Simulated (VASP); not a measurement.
# Te4O (Pm-3m) in VASP: notebook

The runs below take Te4O through relaxation of cell and atoms, relaxation of the atoms, with PBE, LDA, AM05+D4.

Everything below comes from runs of VASP 6.6.1. Logs are shortened: lines on timing, memory, paths and dates and some standing lists are left out, and cuts for length are marked.

### 1 Starting point

Symmetry: Pm-3m, No. 221, cubic system. The conventional cell has a = 5.083 Å, b = 5.083 Å, c = 5.083 Å, α = 90.00°, β = 90.00°, γ = 90.00°. Te (site symmetry 4/mmm) is surrounded by 2 O at 2.54 Å. Te (site symmetry m-3m) is surrounded by 12 Te at 3.59 Å. O (site symmetry m-3m) is surrounded by 6 Te at 2.54 Å.

The cell was built by a generator and needn't be a form met in nature.

### 2 Relaxation of cell and atoms, PBE

INCAR reads:

```
PREC = Accurate
ENCUT = 600
EDIFF = 1E-6
ISMEAR = 0
SIGMA = 0.05
LREAL = False
LASPH = True
NELM = 60
ALGO = Normal
ISIF = 3
LWAVE = False
LCHARG = False
GGA = PE
IBRION = 2
NSW = 40
EDIFFG = -0.02
```

KPOINTS reads:

```
Automatic mesh
0
Gamma
  5 5 5
```

POSCAR reads:

```
Te4O
1.0
    5.0834862100      0.0000000000      0.0000000000
    0.0000000000      5.0834862100      0.0000000000
    0.0000000000      0.0000000000      5.0834862100
Te O
4 1
Direct
    0.0000000000      0.5000000000      0.5000000000
    0.5000000000      0.5000000000      0.0000000000
    0.5000000000      0.0000000000      0.5000000000
    0.0000000000      0.0000000000      0.0000000000
    0.5000000000      0.5000000000      0.5000000000
```

Potentials or basis: VASP PAW PBE potentials, release 64 (Te, O).

Launch:

```bash
$ cat potpaw_PBE.64/Te/POTCAR potpaw_PBE.64/O/POTCAR > POTCAR
$ mpirun -np 1 vasp_std > vasp.out
```

OUTCAR:

```text
PREC = Accurate
   ENCUT = 600
   EDIFF = 1E-6
   ISMEAR = 0
   LREAL = False
   LASPH = True
   NELM = 60
   ISIF = 3
   GGA = PE
   IBRION = 2
   NSW = 40
   EDIFFG = -0.02

 ion  position               nearest neighbor table
   1  0.000  0.500  0.500-   5 2.54   5 2.54   4 3.59   2 3.59   2 3.59   4 3.59   3 3.59   4 3.59
                             4 3.59   2 3.59   3 3.59   3 3.59   2 3.59   3 3.59
   2  0.500  0.500  0.000-   5 2.54   5 2.54   4 3.59   1 3.59   1 3.59   3 3.59   3 3.59   3 3.59
                             4 3.59   3 3.59   1 3.59   4 3.59   1 3.59   4 3.59
   3  0.500  0.000  0.500-   5 2.54   5 2.54   4 3.59   1 3.59   2 3.59   4 3.59   1 3.59   2 3.59
                             2 3.59   2 3.59   1 3.59   4 3.59   4 3.59   1 3.59
   4  0.000  0.000  0.000-   1 3.59   2 3.59   3 3.59   1 3.59   3 3.59   1 3.59   2 3.59   1 3.59
                             2 3.59   3 3.59   3 3.59   2 3.59
   5  0.500  0.500  0.500-   1 2.54   2 2.54   3 2.54   2 2.54   3 2.54   1 2.54

  LATTYP: Found a simple cubic cell.
 ALAT       =     5.0834862100

  Lattice vectors:

 A1 = (   5.0834862100,   0.0000000000,   0.0000000000)
 A2 = (   0.0000000000,   5.0834862100,   0.0000000000)
 A3 = (   0.0000000000,   0.0000000000,   5.0834862100)

Analysis of symmetry for initial positions (statically):
=====================================================================
 Subroutine PRICEL returns:
 Original cell was already a primitive cell.

 Routine SETGRP: Setting up the symmetry group for a
 simple cubic supercell.

 Subroutine GETGRP returns: Found 48 space group operations
 (whereof 48 operations were pure point group operations)
 out of a pool of 48 trial point group operations.

The static configuration has the point symmetry O_h .

Analysis of symmetry for dynamics (positions and initial velocities):
=====================================================================
 Subroutine PRICEL returns:
 Original cell was already a primitive cell.

 Routine SETGRP: Setting up the symmetry group for a
 simple cubic supercell.

 Subroutine GETGRP returns: Found 48 space group operations
 (whereof 48 operations were pure point group operations)
 out of a pool of 48 trial point group operations.

The dynamic configuration has the point symmetry O_h .

 Subroutine INISYM returns: Found 48 space group operations
 (whereof 48 operations are pure point group operations),
 and found     1 'primitive' translations

----------------------------------------------------------------------------------------

                                     Primitive cell

  volume of cell :     131.3666

  direct lattice vectors                    reciprocal lattice vectors
     5.083486210  0.000000000  0.000000000     0.196715395  0.000000000  0.000000000
     0.000000000  5.083486210  0.000000000     0.000000000  0.196715395  0.000000000
     0.000000000  0.000000000  5.083486210     0.000000000  0.000000000  0.196715395

  length of vectors
     5.083486210  5.083486210  5.083486210     0.196715395  0.196715395  0.196715395

  position of ions in fractional coordinates (direct lattice)
     0.000000000  0.500000000  0.500000000
     0.500000000  0.500000000  0.000000000
     0.500000000  0.000000000  0.500000000
     0.000000000  0.000000000  0.000000000
     0.500000000  0.500000000  0.500000000

  ion indices of the primitive-cell ions
   primitive index   ion index
                 1           1
                 2           2
                 3           3
                 4           4
                 5           5

----------------------------------------------------------------------------------------

 KPOINTS: Automatic mesh

Automatic generation of k-mesh.
 Grid dimensions read from file:
 generate k-points for:    5    5    5

 Generating k-lattice:

  Cartesian coordinates                     Fractional coordinates (reciprocal lattice)
     0.039343079  0.000000000  0.000000000     0.200000000  0.000000000  0.000000000
     0.000000000  0.039343079  0.000000000     0.000000000  0.200000000  0.000000000
     0.000000000  0.000000000  0.039343079     0.000000000  0.000000000  0.200000000

  Length of vectors
     0.039343079  0.039343079  0.039343079

  Shift w.r.t. Gamma in fractional coordinates (k-lattice)
     0.000000000  0.000000000  0.000000000

 Subroutine IBZKPT returns following result:
 ===========================================

 Found     10 irreducible k-points:

 Following reciprocal coordinates:
            Coordinates               Weight
  0.000000  0.000000  0.000000      1.000000
  0.200000  0.000000  0.000000      6.000000
  0.400000  0.000000  0.000000      6.000000
  0.200000  0.200000  0.000000     12.000000
  0.400000  0.200000  0.000000     24.000000
  0.400000  0.400000  0.000000     12.000000
  0.200000  0.200000  0.200000      8.000000
  0.400000  0.200000  0.200000     24.000000
  0.400000  0.400000  0.200000     24.000000
  0.400000  0.400000  0.400000      8.000000
   k-points           NKPTS =     10   k-points in BZ     NKDIM =     10   number of bands    NBANDS=     19
   number of dos      NEDOS =    301   number of ions     NIONS =      5
   total plane-waves  NPLWV =  74088
   dimension x,y,z NGX =    42 NGY =   42 NGZ =   42
   dimension x,y,z NGXF=    84 NGYF=   84 NGZF=   84
   ions per type =               4   1
   NGX,Y,Z   is equivalent  to a cutoff of  13.74, 13.74, 13.74 a.u.
   NGXF,Y,Z  is equivalent  to a cutoff of  27.47, 27.47, 27.47 a.u.
 SYSTEM =  unknown system
   PREC   = accura    normal or accurate (medium, high low for compatibility)
   ISTART =      0    job   : 0-new  1-cont  2-samecut
   ICHARG =      2    charge: 1-file 2-atom 10-const
   ISPIN  =      1    spin polarized calculation?
   LNONCOLLINEAR =      F non collinear calculations
   LSORBIT =      F    spin-orbit coupling
   LASPH  =      T    aspherical Exc in radial PAW
   ENCUT  =  600.0 eV  44.10 Ry    6.64 a.u.  10.15 10.15 10.15*2*pi/ulx,y,z
   NELM   =     60;   NELMIN=  2; NELMDL= -5     # of ELM steps
   EDIFF  = 0.1E-05   stopping-criterion for ELM
   LREAL  =      F    real-space projection
   EDIFFG = -.2E-01   stopping-criterion for IOM
   NSW    =     40    number of steps for IOM
   IBRION =      2    ionic relax: 0-MD 1-quasi-New 2-CG
   NFREE  =      1    steps in history (QN), initial steepest desc. (CG)
   ISIF   =      3    stress and relaxation
   ISYM   =      2    0-nonsym 1-usesym 2-fastsym
   POTIM  = 0.5000    time-step for ionic-motion
   TEBEG  =    0.0;   TEEND  =   0.0 temperature during run
   PSTRESS=    0.0 pullay stress
   NELECT =      30.0000    total number of electrons
   NUPDOWN=      -1.0000    fix difference up-down
   EMIN   =  10.00;   EMAX   =-10.00  energy-range for DOS
   EFERMI =   0.00;   METHOD = LEGACY
   ISMEAR =     0;   SIGMA  =   0.05  broadening in eV -4-tet -1-fermi 0-gaus
   EFERMI_NEDOS =   21; number of points for ismear=-14 and -15
   IALGO  =     38    algorithm
   IMIX   =      4    mixing-type and parameters
     AMIX     =   0.40;   BMIX     =  1.00
     AMIX_MAG =   1.60;   BMIX_MAG =  1.00
  volume/ion in A,a.u.               =      26.27       177.30
  Fermi-wavevector in a.u.,A,eV,Ry     =   1.000661  1.890975 13.623816  1.001322
  Thomas-Fermi vector in A             =   2.133032
   LORBIT       =      0    0 simple, 1 ext, 2 COOP (PROOUT), +10 PAW based schemes
   GGA     = PE    functional components
   LHFCALC =     F    Hartree Fock is set to
   AEXX    =    0.0000 exact exchange contribution
   IVDW    =     0    specifies the selected vdW correction
   LEPSILON=     F    determine dielectric tensor
   LRPA    =     F    only Hartree local field effects (RPA)
 conjugate gradient relaxation of ions
 non-spin polarized calculation
 Gauss-broadening in eV      SIGMA  =   0.05
  energy-cutoff  :      600.00
  volume of cell :      131.37
 maximum number of plane-waves:      4400
 NGX is ok and might be reduce to    42
   NGX = 21   NGY = 21   NGZ = 21

--------------------------------------- Ionic step        1  -------------------------------------------

 number of electron      29.9999999 magnetization

 Free energy of the ion-electron system (eV)
  ---------------------------------------------------
  ext. energy  EPLUGINS =         0.00000000
  ---------------------------------------------------
  free energy    TOTEN  =       -16.01614871 eV

  energy without entropy =      -16.00760547  energy(sigma->0) =      -16.01187709

 E-fermi :   6.5059     XC(G=0):  -9.8189

 val. band max:        6.4944759841   @ k =   0.4000   0.0000   0.0000
 cond. band min:       6.5284179594   @ k =   0.4000   0.4000   0.2000
 fundamental gap:      0.0339419753
 Fermi energy:         6.5058537058

 k-point     1 :       0.0000    0.0000    0.0000
  band No.  band energies     occupation
      1     -12.0790      2.00000
      2      -5.8065      2.00000
      3      -3.5173      2.00000
      4      -3.5173      2.00000
      5      -3.1023      2.00000
      6       0.2837      2.00000
[... 11 lines left out ...]
     18       9.6764      0.00000
     19       9.6764      0.00000
[... 257 lines left out ...]
 POSITION                                       TOTAL-FORCE (eV/Angst)
 -----------------------------------------------------------------------------------
     -0.00000      2.45050      2.45050         0.000000     -0.000000     -0.000000
      2.45050      2.45050      0.00000        -0.000000      0.000000      0.000000
      2.45050      0.00000      2.45050         0.000000     -0.000000      0.000000
      0.00000      0.00000      0.00000         0.000000     -0.000000      0.000000
      2.45050      2.45050      2.45050         0.000000     -0.000000      0.000000
 -----------------------------------------------------------------------------------
    total drift:                                0.000000     -0.000000     -0.000000

  FREE ENERGIE OF THE ION-ELECTRON SYSTEM (eV)
  ---------------------------------------------------
  free  energy   TOTEN  =       -16.1618364216 eV

  energy  without entropy=      -16.1525802201  energy(sigma->0) =      -16.15720832

--------------------------------------- Ionic step        3  -------------------------------------------

 number of electron      30.0000003 magnetization

 Free energy of the ion-electron system (eV)
  ---------------------------------------------------
  ext. energy  EPLUGINS =         0.00000000
  ---------------------------------------------------
  free energy    TOTEN  =       -16.17859542 eV

  energy without entropy =      -16.16941335  energy(sigma->0) =      -16.17400438

 E-fermi :   7.6620     XC(G=0): -10.1985

 val. band max:        7.6268994832   @ k =   0.4000   0.2000   0.2000
 cond. band min:       7.6682170346   @ k =   0.4000   0.4000   0.2000
 fundamental gap:      0.0413175513
 Fermi energy:         7.6619985373

 k-point     1 :       0.0000    0.0000    0.0000
  band No.  band energies     occupation
      1     -11.5943      2.00000
      2      -5.1104      2.00000
      3      -2.4549      2.00000
      4      -2.4549      2.00000
      5      -1.8796      2.00000
      6       0.7062      2.00000
[... 11 lines left out ...]
     18      11.2393      0.00000
     19      11.2393      0.00000
[... 218 lines left out ...]
 POSITION                                       TOTAL-FORCE (eV/Angst)
 -----------------------------------------------------------------------------------
     -0.00000      2.47156      2.47156         0.000000     -0.000000      0.000000
      2.47156      2.47156      0.00000        -0.000000      0.000000      0.000000
      2.47156      0.00000      2.47156         0.000000     -0.000000      0.000000
      0.00000      0.00000      0.00000         0.000000     -0.000000      0.000000
      2.47156      2.47156      2.47156         0.000000     -0.000000      0.000000
 -----------------------------------------------------------------------------------
    total drift:                                0.000000     -0.000000     -0.000000

  FREE ENERGIE OF THE ION-ELECTRON SYSTEM (eV)
  ---------------------------------------------------
  free  energy   TOTEN  =       -16.1785954168 eV

  energy  without entropy=      -16.1694133471  energy(sigma->0) =      -16.17400438

 reached required accuracy - stopping structural energy minimisation
```

It took 54 s on 1 thread of Intel Xeon 6975P-C (Granite Rapids), shared host; peak memory 0.27 GiB.

What came out:

- Free energy: -16.1786 eV
- Relaxed volume: 24.16 Å³/atom
- Relaxed cell: a = 4.943 Å, b = 4.943 Å, c = 4.943 Å, α = 90.00°, β = 90.00°, γ = 90.00°
- Space group after relaxing (to 0.05 Å): Pm-3m (No. 221)
- Energy gained by relaxing: 32.5 meV/atom
- Ionic steps: 3
- Pressure after relaxing: 0.0 GPa
- Band gap on the k mesh: none (metal or under the smearing width)

Step by step:
| step | energy change (eV) | largest force (eV/Å) | pressure (GPa) | volume (Å³) |
| --- | --- | --- | --- | --- |
| 1 | 0.0000 | 0.0000 | -4.54 | 131.37 |
| 2 | -0.1457 | 0.0000 | 1.83 | 117.72 |
| 3 | -0.1624 | 0.0000 | 0.00 | 120.78 |

Final structure:
```
Te O
1.0
     4.94313    0.00000    0.00000
     0.00000    4.94313    0.00000
     0.00000    0.00000    4.94313
Te O
4 1
Direct
  0.00000 0.50000 0.50000
  0.50000 0.50000 0.00000
  0.50000 0.00000 0.50000
  0.00000 0.00000 0.00000
  0.50000 0.50000 0.50000
```

### 3 Relaxation of the atoms, LDA

INCAR reads:

```
  ALGO = Normal
  EDIFF = 1E-6
  EDIFFG = -0.01
  ENCUT = 520
  GGA = CA
  IBRION = 2
  ISIF = 2
  ISMEAR = 0
  LASPH = True
  LCHARG = False
  LREAL = False
  LWAVE = False
  NELM = 80
  NSW = 40
  PREC = Accurate
  SIGMA = 0.05
```

KPOINTS reads:

```
k-points
0
Gamma
  5 5 5
```

POSCAR is that of step 2.

Potentials or basis: VASP PAW LDA potentials, release 64 (Te, O).

Launch:

```bash
$ cat potpaw_LDA.64/Te/POTCAR potpaw_LDA.64/O/POTCAR > POTCAR
$ mpirun -np 1 vasp_std > vasp.out
```

It took 19 s on 1 thread of Intel Xeon 6975P-C (Granite Rapids), shared host; peak memory 0.19 GiB.

Results (log left out):

| Item | Value |
| --- | --- |
| Free energy | -19.4874 eV |
| Pressure after relaxing | -8.7 GPa |
| Band gap on the k mesh | none (metal or under the smearing width) |

Final structure:
```xyz
5
Lattice="5.0835 0.0000 0.0000 0.0000 5.0835 0.0000 0.0000 0.0000 5.0835" Properties=species:S:1:pos:R:3 pbc="T T T"
Te    0.0000    2.5417    2.5417
Te    2.5417    2.5417    0.0000
Te    2.5417    0.0000    2.5417
Te    0.0000    0.0000    0.0000
O     2.5417    2.5417    2.5417
```

Levels at points of the mesh, in eV from the Fermi level:
```tsv
k point	band 13	band 14	band 15	band 16	band 17	band 18
(0.00, 0.00, 0.00)	-0.75	-0.75	1.18	1.18	1.18	3.14
```

Caveat: the relaxation stopped at its first step, so nothing moved.

### 4 Relaxation of cell and atoms, AM05+D4

INCAR reads:

```
SYSTEM = Te4O
PREC = Accurate
ENCUT = 580
EDIFF = 1E-6
ISMEAR = -1
SIGMA = 0.1
LREAL = .False.
LASPH = .True.
NELM = 80
ALGO = Normal
ISIF = 3
LWAVE = .False.
LCHARG = .False.
GGA = AM
IVDW = 13
IBRION = 2
NSW = 60
EDIFFG = -0.005
```

KPOINTS reads:

```
Automatic mesh
0
Gamma
  5 5 5
  0 0 0
```

POSCAR is that of step 3.

Potentials or basis: VASP PAW PBE potentials, release 64 (Te, O).

Launch:

```bash
$ cat potpaw_PBE.64/Te/POTCAR potpaw_PBE.64/O/POTCAR > POTCAR
$ mpirun -np 1 vasp_std > vasp.out
```

Run time: 62 s. Hardware: 1 thread of Intel Xeon 6975P-C (Granite Rapids), shared host; peak memory 0.26 GiB.

It converged, with:

```yaml
Free_energy: -18.4821 eV
Relaxed_volume: 22.40 Å³/atom
Relaxed_cell: a = 4.820 Å, b = 4.820 Å, c = 4.820 Å, α = 90.00°, β = 90.00°, γ = 90.00°
Space_group_after_relaxing_to_0.05_Å: Pm-3m (No. 221)
Energy_gained_by_relaxing: 124.3 meV/atom
Ionic_steps: 3
Pressure_after_relaxing: 0.0 GPa
Band_gap_on_the_k_mesh: none (metal or under the smearing width)
Dispersion_energy_per_atom: -0.292 eV
```

The path:
```tsv
step	energy change (eV)	largest force (eV/Å)	pressure (GPa)	volume (Å³)
1	0.0000	0.0000	-8.81	131.37
2	-0.5261	0.0000	5.24	105.78
3	-0.6217	0.0000	-0.01	111.98
```

Final structure:
```yaml
crystal:
  lattice:
    - [4.81994, 0.00000, 0.00000]
    - [0.00000, 4.81994, 0.00000]
    - [0.00000, 0.00000, 4.81994]
  atoms:
    - { symbol: Te, position: [0.00000, 0.50000, 0.50000] }
    - { symbol: Te, position: [0.50000, 0.50000, 0.00000] }
    - { symbol: Te, position: [0.50000, 0.00000, 0.50000] }
    - { symbol: Te, position: [0.00000, 0.00000, 0.00000] }
    - { symbol: O, position: [0.50000, 0.50000, 0.50000] }
```

Levels at points of the mesh, in eV from the Fermi level:
```csv
k point,band 13,band 14,band 15,band 16,band 17,band 18
"(0.00, 0.00, 0.00)",-1.02,-1.02,1.44,1.44,1.44,3.56
```

Caveat: the PAW data sets were made with another functional, which shifts forces and pressure a little; pairwise dispersion overbinds metals, which lowers pressure and volume. Spin-orbit coupling is left out, which matters for the levels of Te.

### 5 The reference run

An earlier run on the cell as given: functional PBE; potentials or basis VASP PAW PBE potentials, release 64 (Te, O); cutoff 520 eV; k mesh 5 × 5 × 5; occupations fermi-dirac, width 0.05 eV; no spin polarisation.

- Pressure: -4.5 GPa
- Band gap on the k mesh: none (metal or under the smearing width)

### 6 Summary

| task | level | potentials or basis | cell | cutoff (eV) | smearing | gap on the mesh (eV) | pressure (GPa) | relaxed volume (Å³/atom) |
| --- | --- | --- | --- | --- | --- | --- | --- | --- |
| relaxation of cell and atoms | PBE | VASP PAW PBE potentials, release 64 (Te, O) | relaxed | 600 | gaussian 0.05 eV | none | 0.0 | 24.16 |
| relaxation of the atoms | LDA | VASP PAW LDA potentials, release 64 (Te, O) | atoms relaxed | 520 | gaussian 0.05 eV | none | -8.7 | - |
| relaxation of cell and atoms | AM05+D4 | VASP PAW PBE potentials, release 64 (Te, O) | relaxed | 580 | fermi-dirac 0.1 eV | none | 0.0 | 22.40 |
| single point | PBE | VASP PAW PBE potentials, release 64 (Te, O) | as given | 520 | fermi-dirac 0.05 eV | none | -4.5 | - |

Alike in all rows: no spin polarisation; k mesh 5 × 5 × 5.

Caveats: the relaxation stopped at its first step, so nothing moved (some runs); the PAW data sets were made with another functional, which shifts forces and pressure a little (some runs); pairwise dispersion overbinds metals, which lowers pressure and volume (some runs).

Total energies depend on the potentials used, so only differences within one code and one set of settings carry meaning.
